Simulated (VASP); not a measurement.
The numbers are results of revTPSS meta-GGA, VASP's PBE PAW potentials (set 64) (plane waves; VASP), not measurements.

Input for VASP

File POSCAR:
```
AuZn
1
    3.1183745164     0.0000000000     0.0000000000
    0.0000000000     3.1183745164     0.0000000000
    0.0000000000     0.0000000000     3.1183745164
Zn Au
1 1
Direct
  0.5000000000   0.5000000000   0.5000000000
  0.0000000000   0.0000000000   0.0000000000
```

### INCAR
```
# general
SYSTEM =AuZn
PREC   =Accurate
ENCUT  =520
LREAL  =.False.
LASPH  =.True.

# electronic loop
EDIFF  =1E-7
NELM   =100
ALGO   =Normal
LMAXMIX=6
LMIXTAU=.True.

# smearing
ISMEAR =-5

# functional
METAGGA=RTPSS

# ions
ISIF   =2

# output
LWAVE  =.False.
LCHARG =.False.
LORBIT =11
NEDOS  =601
```

**KPOINTS_OPT**
```
k-points along high-symmetry lines
10
Line-mode
Reciprocal
  0.000000   0.000000   0.000000 ! GAMMA
  0.000000   0.500000   0.000000 ! X

  0.000000   0.500000   0.000000 ! X
  0.500000   0.500000   0.000000 ! M

  0.500000   0.500000   0.000000 ! M
  0.000000   0.000000   0.000000 ! GAMMA

  0.000000   0.000000   0.000000 ! GAMMA
  0.500000   0.500000   0.500000 ! R

  0.500000   0.500000   0.500000 ! R
  0.000000   0.500000   0.000000 ! X

  0.500000   0.500000   0.500000 ! R
  0.500000   0.500000   0.000000 ! M
```

### KPOINTS
```
Automatic mesh
0
G
13 13 13
```

POTCAR, in this order: Zn Au (PBE.64 set). Program: vasp_std.

Output of the run:

File OUTCAR:
```
 ion  position               nearest neighbor table
   1  0.500  0.500  0.500-   2 2.70   2 2.70   2 2.70   2 2.70   2 2.70   2 2.70   2 2.70   2 2.70
  LATTYP: Found a simple cubic cell.
 ALAT       =     3.1183745164
 Subroutine PRICEL returns:
 Original cell was already a primitive cell.
 Subroutine GETGRP returns: Found 48 space group operations
The static configuration has the point symmetry O_h .
The dynamic configuration has the point symmetry O_h .
 Subroutine INISYM returns: Found 48 space group operations
 Subroutine IBZKPT returns following result:
 Found     84 irreducible k-points:

 Following reciprocal coordinates:
            Coordinates               Weight
  0.000000  0.000000  0.000000      1.000000
  0.076923  0.000000  0.000000      6.000000
  0.153846  0.000000  0.000000      6.000000
  0.230769  0.000000  0.000000      6.000000
  0.307692  0.000000  0.000000      6.000000
  0.384615  0.000000  0.000000      6.000000
  0.461538  0.000000  0.000000      6.000000
  0.076923  0.076923  0.000000     12.000000
  0.153846  0.076923  0.000000     24.000000
  0.230769  0.076923  0.000000     24.000000
  0.307692  0.076923  0.000000     24.000000
  0.384615  0.076923  0.000000     24.000000
  0.461538  0.076923  0.000000     24.000000
  0.153846  0.153846  0.000000     12.000000
  0.230769  0.153846  0.000000     24.000000
  0.307692  0.153846  0.000000     24.000000
  0.384615  0.153846  0.000000     24.000000
  0.461538  0.153846  0.000000     24.000000
  0.230769  0.230769  0.000000     12.000000
  0.307692  0.230769  0.000000     24.000000
  0.384615  0.230769  0.000000     24.000000
  0.461538  0.230769  0.000000     24.000000
  0.307692  0.307692  0.000000     12.000000
  0.384615  0.307692  0.000000     24.000000
  0.461538  0.307692  0.000000     24.000000
  0.384615  0.384615  0.000000     12.000000
  0.461538  0.384615  0.000000     24.000000
  0.461538  0.461538  0.000000     12.000000
  0.076923  0.076923  0.076923      8.000000
  0.153846  0.076923  0.076923     24.000000
  0.230769  0.076923  0.076923     24.000000
  0.307692  0.076923  0.076923     24.000000
  0.384615  0.076923  0.076923     24.000000
  0.461538  0.076923  0.076923     24.000000
  0.153846  0.153846  0.076923     24.000000
  0.230769  0.153846  0.076923     48.000000
  0.307692  0.153846  0.076923     48.000000
  0.384615  0.153846  0.076923     48.000000
  0.461538  0.153846  0.076923     48.000000
  0.230769  0.230769  0.076923     24.000000
   k-points           NKPTS =     84   k-points in BZ     NKDIM =     84   number of bands    NBANDS=     15
   number of dos      NEDOS =    601   number of ions     NIONS =      2
   total plane-waves  NPLWV =  13824
   dimension x,y,z NGX =    24 NGY =   24 NGZ =   24
   dimension x,y,z NGXF=    48 NGYF=   48 NGZF=   48
   ions per type =               1   1
   PREC   = accura    normal or accurate (medium, high low for compatibility)
   ISTART =      0    job   : 0-new  1-cont  2-samecut
   ICHARG =      2    charge: 1-file 2-atom 10-const
   ISPIN  =      1    spin polarized calculation?
   LNONCOLLINEAR =      F non collinear calculations
   LSORBIT =      F    spin-orbit coupling
   INIWAV =      1    electr: 0-lowe 1-rand  2-diag
   ENCUT  =  520.0 eV  38.22 Ry    6.18 a.u.   5.80  5.80  5.80*2*pi/ulx,y,z
   NELM   =    100;   NELMIN=  2; NELMDL= -5     # of ELM steps
   EDIFF  = 0.1E-06   stopping-criterion for ELM
   LREAL  =      F    real-space projection
   NLSPLINE    = F    spline interpolate recip. space projectors
   LMAXMIX     =    6 max onsite mixed and CHGCAR
   VOSKOWN=      0    Vosko Wilk Nusair interpolation
...
```

### OSZICAR
```
       N       E                     dE             d eps       ncg     rms          rms(c)
DAV:   1     0.233940575773E+03    0.23394E+03   -0.14638E+04  2573   0.265E+03
DAV:   2     0.593655287597E+02   -0.17458E+03   -0.16938E+03  2884   0.530E+02
DAV:   3     0.485906590898E+02   -0.10775E+02   -0.10699E+02  3283   0.143E+02
DAV:   4     0.484377155048E+02   -0.15294E+00   -0.15278E+00  3380   0.187E+01
DAV:   5     0.484331633109E+02   -0.45522E-02   -0.45504E-02  3956   0.276E+00    0.123E+01
DAV:   6     0.413900389685E+02   -0.70431E+01   -0.29080E+01  2520   0.753E+01    0.509E+00
DAV:   7     0.415588216687E+02    0.16878E+00   -0.16950E+00  3297   0.257E+01    0.318E+00
DAV:   8     0.415515365220E+02   -0.72851E-02   -0.26693E-01  3255   0.787E+00    0.193E+00
DAV:   9     0.415531835454E+02    0.16470E-02   -0.74791E-02  3052   0.387E+00    0.454E-01
DAV:  10     0.415455710227E+02   -0.76125E-02   -0.27309E-02  2842   0.335E+00    0.216E-01
DAV:  11     0.415447638910E+02   -0.80713E-03   -0.85421E-03  2898   0.128E+00    0.227E-01
DAV:  12     0.415445650017E+02   -0.19889E-03   -0.99892E-04  3122   0.664E-01    0.813E-02
DAV:  13     0.415445551250E+02   -0.98767E-05   -0.71569E-04  2947   0.398E-01    0.683E-03
DAV:  14     0.415444616820E+02   -0.93443E-04   -0.76608E-05  2590   0.114E-01    0.931E-03
DAV:  15     0.415444501706E+02   -0.11511E-04   -0.32068E-06  2709   0.301E-02    0.703E-03
DAV:  16     0.415444498438E+02   -0.32683E-06   -0.69506E-08  2009   0.357E-03    0.645E-03
DAV:  17     0.415444495925E+02   -0.25129E-06   -0.25776E-07  2065   0.782E-03    0.365E-03
DAV:  18     0.415444494851E+02   -0.10737E-06   -0.59890E-08  1337   0.557E-03    0.540E-04
DAV:  19     0.415444494735E+02   -0.11669E-07   -0.23106E-08  1330   0.198E-03
   1 F= 0.41544449E+02 E0= 0.41544449E+02  d E =0.000000E+00
       N       E                     dE             ncg
```

**OUTCAR**
```
------------------------ aborting loop because EDIFF is reached ----------------------------------------
  FORCE on cell =-STRESS in cart. coord.  units (eV):
  Direction    XX          YY          ZZ          XY          YZ          ZX
  --------------------------------------------------------------------------------------
  Total       -0.0245086     -0.0245086     -0.0245086      0.0000000     -0.0000000     -0.0000000
  in kB       -1.2949214     -1.2949214     -1.2949214      0.0000000     -0.0000000     -0.0000000
  external PRESSURE =      -1.2949214 kB  Pullay stress =       0.0000000 kB
  volume of cell :       30.32
      direct lattice vectors                 reciprocal lattice vectors
     3.118374516  0.000000000  0.000000000     0.320679891  0.000000000  0.000000000
     0.000000000  3.118374516  0.000000000     0.000000000  0.320679891  0.000000000
     0.000000000  0.000000000  3.118374516     0.000000000  0.000000000  0.320679891
 POSITION                                       TOTAL-FORCE (eV/Angst)
 -----------------------------------------------------------------------------------
      1.55919      1.55919      1.55919         0.000000      0.000000      0.000000
      0.00000      0.00000      0.00000         0.000000      0.000000      0.000000
 -----------------------------------------------------------------------------------
    total drift:                                0.000000      0.000000     -0.000000
  FREE ENERGIE OF THE ION-ELECTRON SYSTEM (eV)
  ---------------------------------------------------
  free  energy   TOTEN  =        41.5444494735 eV

  energy  without entropy=       41.5444494735  energy(sigma->0) =       41.54444947

 total charge

# of ion       s       p       d       tot
------------------------------------------
    1        0.523   0.483   9.811  10.817
    2        0.636   0.430   8.700   9.766
--------------------------------------------------
tot          1.159   0.912  18.511  20.582
```
(Selected blocks of OUTCAR.)

For a metal the tetrahedron method with Blöchl corrections gives inexact stress and forces.

The compound is AuZn in the CsCl type structure. It was relaxed first. The electron count is odd and the run is not spin-polarised, which forces a metal.
